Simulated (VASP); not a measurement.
A convergence study with VASP on HgTe (zinc blende): one setting is varied, all else stays as given below, so the limit is that of these other settings.

```
CELL_PARAMETERS angstrom
      0.00000     3.23000     3.23000
      3.23000     0.00000     3.23000
      3.23000     3.23000     0.00000
ATOMIC_POSITIONS crystal
  Hg 0.00000 0.00000 0.00000
  Te 0.25000 0.25000 0.25000
```

Calculation: PBEsol GGA, VASP's PBE PAW potentials (set 64) (plane waves; VASP). The tightest run used: 600 eV cut-off, 6×6×6 Γ-centred mesh, Gaussian smearing of 0.010 eV, potentials Hg Te.

```json
[
 {"setting": "ENCUT = 200", "highest Γ mode (cm⁻¹)": "111.5", "plane waves": "444"},
 {"setting": "ENCUT = 300", "highest Γ mode (cm⁻¹)": "113.9", "plane waves": "821"},
 {"setting": "ENCUT = 400", "highest Γ mode (cm⁻¹)": "113.8", "plane waves": "1243"}
]
```

Task: These are the cheaper rows. Estimate the results at ENCUT = 600, and how far the last row shown lies from them.

Result: 
```
quantity               tightest run  last row shown is off by
---------------------  ------------  ------------------------
highest Γ mode (cm⁻¹)         113.9                      -0.1
```

Left out are rungs that failed or repeat a setting and relaxations that didn't move; long series are thinned to 24 rows.

The compound is HgTe in the zinc blende structure. The cell was not relaxed at this level.
